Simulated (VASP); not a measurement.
Consider the following.

```yaml
crystal:
  lattice:
    - [10.93707, 0.00000, 0.00000]
    - [0.00000, 10.93707, 0.00000]
    - [0.00000, 0.00000, 10.93707]
  atoms:
    - { symbol: Si, position: [0.49931, 0.99990, 0.99976] }
    - { symbol: Si, position: [0.62466, 0.12660, 0.12645] }
    - { symbol: Si, position: [0.74896, 0.25109, 0.00113] }
    - { symbol: Si, position: [0.87311, 0.37573, 0.12660] }
    - { symbol: Si, position: [0.74898, 0.00124, 0.25093] }
    - { symbol: Si, position: [0.87319, 0.12674, 0.37541] }
    - { symbol: Si, position: [0.99947, 0.00037, 0.00016] }
    - { symbol: Si, position: [0.12313, 0.12617, 0.12588] }
    - { symbol: Si, position: [0.24905, 0.24941, 0.00066] }
    - { symbol: Si, position: [0.37398, 0.37702, 0.12521] }
    - { symbol: Si, position: [0.49966, 0.50047, 0.00005] }
    - { symbol: Si, position: [0.62315, 0.62638, 0.12498] }
    - { symbol: Si, position: [0.75047, 0.75073, 0.00046] }
    - { symbol: Si, position: [0.87413, 0.87641, 0.12571] }
    - { symbol: Si, position: [0.24903, 0.00098, 0.24924] }
    - { symbol: Si, position: [0.37388, 0.12535, 0.37698] }
    - { symbol: Si, position: [0.49292, 0.24716, 0.24715] }
    - { symbol: Si, position: [0.75152, 0.50651, 0.24766] }
    - { symbol: Si, position: [0.87455, 0.62601, 0.37639] }
    - { symbol: Si, position: [0.49955, 0.00008, 0.50034] }
    - { symbol: Si, position: [0.62312, 0.12497, 0.62620] }
    - { symbol: Si, position: [0.75151, 0.24757, 0.50628] }
    - { symbol: Si, position: [0.87438, 0.37646, 0.62582] }
    - { symbol: Si, position: [0.75042, 0.00048, 0.75056] }
    - { symbol: Si, position: [0.87399, 0.12586, 0.87628] }
    - { symbol: Si, position: [0.99978, 0.50036, 0.99974] }
    - { symbol: Si, position: [0.12311, 0.62594, 0.12451] }
    - { symbol: Si, position: [0.24938, 0.75039, 0.00014] }
    - { symbol: Si, position: [0.37387, 0.87677, 0.12463] }
    - { symbol: Si, position: [0.99836, 0.25137, 0.25116] }
    - { symbol: Si, position: [0.12416, 0.37542, 0.37529] }
    - { symbol: Si, position: [0.24728, 0.50068, 0.24896] }
    - { symbol: Si, position: [0.37314, 0.62692, 0.36865] }
    - { symbol: Si, position: [0.49929, 0.75266, 0.24898] }
    - { symbol: Si, position: [0.62461, 0.87577, 0.37527] }
    - { symbol: Si, position: [0.99974, 0.99990, 0.50017] }
    - { symbol: Si, position: [0.12304, 0.12460, 0.62586] }
    - { symbol: Si, position: [0.24719, 0.24913, 0.50060] }
    - { symbol: Si, position: [0.37318, 0.36877, 0.62678] }
    - { symbol: Si, position: [0.63106, 0.62698, 0.62687] }
    - { symbol: Si, position: [0.75084, 0.75236, 0.50035] }
    - { symbol: Si, position: [0.87531, 0.87648, 0.62579] }
    - { symbol: Si, position: [0.24939, 0.00018, 0.75027] }
    - { symbol: Si, position: [0.37385, 0.12469, 0.87659] }
    - { symbol: Si, position: [0.49932, 0.24904, 0.75258] }
    - { symbol: Si, position: [0.62464, 0.37538, 0.87569] }
    - { symbol: Si, position: [0.75086, 0.50049, 0.75234] }
    - { symbol: Si, position: [0.87532, 0.62597, 0.87642] }
    - { symbol: Si, position: [0.99924, 0.75078, 0.24939] }
    - { symbol: Si, position: [0.12564, 0.87457, 0.37485] }
    - { symbol: Si, position: [0.99921, 0.50005, 0.49999] }
    - { symbol: Si, position: [0.12417, 0.62497, 0.62485] }
    - { symbol: Si, position: [0.25081, 0.74874, 0.50128] }
    - { symbol: Si, position: [0.37456, 0.87532, 0.62509] }
    - { symbol: Si, position: [0.99905, 0.24947, 0.75068] }
    - { symbol: Si, position: [0.12559, 0.37514, 0.87432] }
    - { symbol: Si, position: [0.25090, 0.50148, 0.74865] }
    - { symbol: Si, position: [0.37458, 0.62519, 0.87534] }
    - { symbol: Si, position: [0.49830, 0.74894, 0.74892] }
    - { symbol: Si, position: [0.62511, 0.87445, 0.87436] }
    - { symbol: Si, position: [0.99978, 0.75037, 0.75028] }
    - { symbol: Si, position: [0.12469, 0.87532, 0.87518] }
    - { symbol: Sb, position: [0.53043, 0.46933, 0.46928] }
```
Cell charge +1.

All values below come from HSE06 screened hybrid, VASP's PBE PAW potentials (set 64) (plane waves; VASP). Numerical set-up: PREC = Normal, LREAL = Auto, ISYM = 0, NELECT = 252.0, EDIFF = 1E-5, 400 eV cut-off, 1×1×1 Γ-centred mesh, Gaussian smearing of 0.050 eV, potentials Si Sb. Starting moments (MAGMOM): 63*0.0317. The cell's moment is fixed (NUPDOWN = 2).

The cell is charged, with a uniform compensating background. The supercell is sampled at Γ alone, which is coarse: total energies, pressure and levels can be off, energies of defects by several tenths of an eV.

Task: What does the run give for the cell moment, energy per atom (σ→0), largest force?

Result: 
```yaml
cell_moment: 2.00 μB
energy per atom (σ→0): -6225 meV/atom
largest_force: 0.01142 Ha/bohr
```

Task: Give the moment on each site (PAW-sphere projection).

Result: 
```tsv
site	moment (μB)
Si1	0.00
Si2	0.01
Si3	0.00
Si4	0.01
Si5	0.00
Si6	0.01
Si7	0.00
Si8	0.00
Si9	0.00
Si10	0.00
Si11	0.00
Si12	0.01
Si13	0.02
Si14	0.00
Si15	0.00
Si16	0.00
Si17	0.02
Si18	0.20
Si19	0.00
Si20	0.00
Si21	0.01
Si22	0.20
Si23	0.00
Si24	0.02
Si25	0.00
Si26	0.01
Si27	0.00
Si28	0.00
Si29	0.00
Si30	0.00
Si31	0.00
Si32	0.00
Si33	0.03
Si34	0.00
Si35	0.00
Si36	0.01
Si37	0.00
Si38	0.00
Si39	0.03
Si40	0.01
Si41	0.00
Si42	0.00
Si43	0.00
Si44	0.00
Si45	0.00
Si46	0.00
Si47	0.00
Si48	0.00
Si49	0.01
Si50	0.01
Si51	0.00
Si52	0.00
Si53	0.01
Si54	0.00
Si55	0.01
Si56	0.01
Si57	0.01
Si58	0.00
Si59	0.01
Si60	0.02
Si61	0.00
Si62	0.00
Sb63	0.09
```

The absolute energy has meaning only against runs of the same code, potentials and settings.

The cell is a supercell with a defect, built from Si (diamond): Sb_Si-vac_Si, charge +1. The cell's shape comes from a PBE relaxation.
